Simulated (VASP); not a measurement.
Here is the system:

```xyz
2
Lattice="0.0000 1.8289 1.8289 1.8289 0.0000 1.8289 1.8289 1.8289 0.0000" Properties=species:S:1:pos:R:3 pbc="T T T"
B      0.0000     0.0000     0.0000
N      0.9145     0.9145     0.9145
```

The numbers are results of vdW-DF2, VASP's PBE PAW potentials (set 64) (plane waves; VASP), not measurements. Numerical set-up: 520 eV cut-off, Gaussian smearing of 0.050 eV, potentials B N.

### Question
Predict the band gap (along the path) with the smallest direct gap where there is one.

### Answer

```json
{
  "band gap (along the path)": "5.08 eV",
  "smallest direct gap (along the path)": "8.79 eV"
}
```

Total energies compare only between runs with the same potentials, cut-off and functional.

The compound is BN in the zinc blende structure. It was relaxed first.
